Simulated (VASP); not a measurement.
A VASP calculation is set up with these files.

**POSCAR**
```
Cd4S2Se2
1
    0.0000000000     2.9754824831     2.9754824831
    2.9754824831     0.0000000000     2.9754824831
   11.9126430841    11.9126430841    -0.0107131515
Cd Se S
4 2 2
Direct
  0.0138685863   0.0138685863   0.9895985603
  0.0004497691   0.0004497691   0.2496626732
  0.9864918411   0.9864918411   0.5101311192
  0.9998059760   0.9998059760   0.7501455179
  0.2546197497   0.2546197497   0.0590351877
  0.2417460104   0.2417460104   0.3186904922
  0.2450135662   0.2450135662   0.5662398253
  0.2580045011   0.2580045011   0.8064966242
```

### KPOINTS
```
Automatic mesh
0
Gamma
7 7 2
0 0 0
```

### INCAR
```
! general
SYSTEM  = Cd4S2Se2
PREC    = Accurate
ENCUT   = 400
LREAL   = .False.   ! projection in real space or not
LASPH   = .True.

! electronic loop
EDIFF   = 1E-7   ! SCF stop (eV)
NELM    = 100
ALGO    = Normal   ! blocked Davidson
LMAXMIX = 4   ! l cut-off of mixed one-centre charges

! smearing
ISMEAR  = -5

! functional
GGA     = PS

! ions
ISIF    = 2

! output
LWAVE   = .False.
LCHARG  = .True.
LORBIT  = 11
NEDOS   = 601

! other
LEFG    = .True.
```

POTCAR, in this order: Cd Se S (PBE.64 set). Program: vasp_std.

Question: Translate this PBEsol calculation to Ansatz.

Answer: One equivalent input (not run):
Ansatz 0.2 input:
```yaml
crystal:
  lattice:
    - [0.0000000, 2.9754825, 2.9754825]
    - [2.9754825, 0.0000000, 2.9754825]
    - [11.9126431, 11.9126431, -0.0107132]
  atoms:
    - { symbol: Cd, position: [0.0138686, 0.0138686, 0.9895986] }
    - { symbol: Cd, position: [0.0004498, 0.0004498, 0.2496627] }
    - { symbol: Cd, position: [0.9864918, 0.9864918, 0.5101311] }
    - { symbol: Cd, position: [0.9998060, 0.9998060, 0.7501455] }
    - { symbol: Se, position: [0.2546197, 0.2546197, 0.0590352] }
    - { symbol: Se, position: [0.2417460, 0.2417460, 0.3186905] }
    - { symbol: S, position: [0.2450136, 0.2450136, 0.5662398] }
    - { symbol: S, position: [0.2580045, 0.2580045, 0.8064966] }
kpoints:
  mp_grid: { grid: [7, 7, 2] }
hamiltonian:
  xc: pbesol
  pseudopotentials: { kind: paw }
scf:
  occupations: { method: tetrahedron }
  max_iter: 100
output: { forces: true, stress: true, eigenvalues: true }
```
Limits of the translation: each code has its own PAW files, so the cut-off isn't converted (ENCUT is set for VASP's; basis.ecutwfc is left out, and Ansatz then takes the one that its files recommend); Ansatz stops its SCF on the density residual and VASP on the energy change (EDIFF); the field gradients of LEFG aren't asked of the other code.

The structure was generated: Cd4S2Se2 was put into an ordered model structure (R3m), which need not be its known phase. It was relaxed first.
